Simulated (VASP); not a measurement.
OSZICAR of a VASP run on PbSe (space group Fm-3m):

**OSZICAR**
```
       N       E                     dE             d eps       ncg     rms          rms(c)
DAV:   1     0.797955163829E+02    0.79796E+02   -0.85593E+03   568   0.121E+03
DAV:   2    -0.653807370693E+02   -0.14518E+03   -0.14211E+03   578   0.326E+02
DAV:   3    -0.764618771412E+02   -0.11081E+02   -0.11042E+02   770   0.973E+01
DAV:   4    -0.766880223564E+02   -0.22615E+00   -0.22605E+00   618   0.178E+01
DAV:   5    -0.766963848350E+02   -0.83625E-02   -0.83623E-02   776   0.303E+00    0.294E+00
DAV:   6    -0.717190882081E+02    0.49773E+01   -0.26110E+00   674   0.310E+01    0.222E+00
DAV:   7    -0.718277228769E+02   -0.10863E+00   -0.83428E-01   560   0.111E+01    0.122E+00
DAV:   8    -0.718742571155E+02   -0.46534E-01   -0.80349E-01   560   0.612E+00    0.621E-01
DAV:   9    -0.719140981836E+02   -0.39841E-01   -0.10193E-01   584   0.253E+00    0.425E-01
DAV:  10    -0.719054570370E+02    0.86411E-02   -0.46650E-02   588   0.174E+00    0.112E-01
DAV:  11    -0.719318261432E+02   -0.26369E-01   -0.66058E-02   560   0.226E+00    0.983E-02
DAV:  12    -0.719349581203E+02   -0.31320E-02   -0.13824E-03   644   0.339E-01    0.698E-02
DAV:  13    -0.719352983718E+02   -0.34025E-03   -0.47065E-04   662   0.255E-01    0.309E-02
DAV:  14    -0.719385614697E+02   -0.32631E-02   -0.33997E-03   560   0.543E-01    0.164E-02
DAV:  15    -0.719385561950E+02    0.52747E-05   -0.56589E-05   680   0.862E-02    0.118E-02
DAV:  16    -0.719385860533E+02   -0.29858E-04   -0.43531E-05   572   0.918E-02    0.893E-03
DAV:  17    -0.719385862680E+02   -0.21471E-06   -0.11474E-05   722   0.288E-02    0.170E-03
DAV:  18    -0.719385855696E+02    0.69841E-06   -0.34250E-06   566   0.171E-02
   1 F= -.71938586E+02 E0= -.71938586E+02  d E =-.719386E+02
       N       E                     dE             d eps       ncg     rms          rms(c)
DAV:   1    -0.719410367936E+02   -0.24505E-02   -0.81760E-02   686   0.527E+00    0.269E-01
DAV:   2    -0.719389088860E+02    0.21279E-02   -0.46947E-03   680   0.126E+00    0.100E-01
DAV:   3    -0.719386065515E+02    0.30233E-03   -0.13670E-03   694   0.692E-01    0.194E-02
DAV:   4    -0.719386382267E+02   -0.31675E-04   -0.88428E-05   560   0.105E-01    0.156E-02
DAV:   5    -0.719385630424E+02    0.75184E-04   -0.14228E-04   560   0.115E-01    0.652E-03
DAV:   6    -0.719386506607E+02   -0.87618E-04   -0.10562E-04   560   0.993E-02    0.215E-03
DAV:   7    -0.719386475982E+02    0.30625E-05   -0.54866E-06   560   0.200E-02    0.797E-04
DAV:   8    -0.719386502444E+02   -0.26461E-05   -0.49430E-06   560   0.212E-02    0.967E-04
DAV:   9    -0.719386499147E+02    0.32963E-06   -0.55964E-07   298   0.722E-03
   2 F= -.71938650E+02 E0= -.71938650E+02  d E =-.643452E-04
```

Q: Which electronic solver shows in the log?

A: It is blocked Davidson (ALGO = Normal, or the opening steps of other solvers). The INCAR had ALGO = Normal.

Q: Can the final energy be trusted as converged?

A: The calculation finished and met its thresholds. It stopped with EDIFF = 1E-6, NELM = 100, NSW = 60 and EDIFFG = -0.01 after 2 ionic steps (r2SCAN meta-GGA, plane waves, VASP's PBE PAW potentials (set 64)).

The structure comes from a computed database's PbSe entry (Fm-3m); how it stands against other phases isn't given here. This run relaxes it. Symmetry was kept, so distortions that lower it aren't found.
